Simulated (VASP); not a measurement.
Given:

```xyz
1
Lattice="0.0000 2.7771 2.7771 2.7771 0.0000 2.7771 2.7771 2.7771 0.0000" Properties=species:S:1:pos:R:3 pbc="T T T"
Ca     0.0000     0.0000     0.0000
```

Calculation: SCAN meta-GGA, VASP's PBE PAW potentials (set 64) (plane waves; VASP 6.6.1). Settings: 400 eV cut-off, 13×13×13 Γ-centred mesh, tetrahedra with Blöchl corrections, potentials Ca_sv.

Task: Give the energies of bands 5 to 8 at the high-symmetry points, in eV from the Fermi level.

Result: 
```
band      Γ      X     U      L     W
----  -----  -----  ----  -----  ----
5     -4.17  -0.41  0.06  -0.91  0.25
6      2.63   0.78  0.57  -0.26  0.81
7      2.63   0.98  0.90   2.51  0.81
8      2.63   4.48  3.59   2.51  2.85
```

It has no gap at this level: it comes out as a metal or semimetal.

The structure comes from a measured Ca entry (Fm-3m) of the Crystallography Open Database, whose conditions weren't checked. It was relaxed first.
